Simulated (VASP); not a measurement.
Data:

```yaml
crystal:
  lattice:
    - [0.00000, 2.10366, 2.10366]
    - [2.10366, 0.00000, 2.10366]
    - [2.10366, 2.10366, 0.00000]
  atoms:
    - { symbol: Mg, position: [0.00000, 0.00000, 0.00000] }
    - { symbol: O, position: [0.50000, 0.50000, 0.50000] }
```

Level of theory: PBE GGA with D3 dispersion (zero damping), VASP's PBE PAW potentials (set 64) (plane waves; VASP). Numerical set-up: 520 eV cut-off, Gaussian smearing of 0.050 eV, potentials Mg O.

Question: Give the energies of bands 2 to 5 at the high-symmetry points, in eV from the valence-band maximum.

Answer: 
```json
[
 {"band": "2", "Γ": "0.00", "X": "-4.10", "U": "-3.51", "L": "-4.63", "W": "-2.97"},
 {"band": "3", "Γ": "0.00", "X": "-1.35", "U": "-2.72", "L": "-0.66", "W": "-2.97"},
 {"band": "4", "Γ": "0.00", "X": "-1.35", "U": "-1.15", "L": "-0.66", "W": "-1.77"},
 {"band": "5", "Γ": "4.76", "X": "9.12", "U": "10.11", "L": "7.92", "W": "11.67"}
]
```

The gap is direct, 4.76 eV, from the valence maximum at Γ to the conduction minimum at Γ.

Measured: gap 8.36 eV (computed value off by -3.60 eV), as given by Wei Chen et al., Physical Review Materials (2018), doi:10.1103/physrevmaterials.2.073803 [zero-point renormalisation of 0.53 eV added back (the table's ZPR column)].

The compound is MgO in the rock salt structure. It was relaxed first.
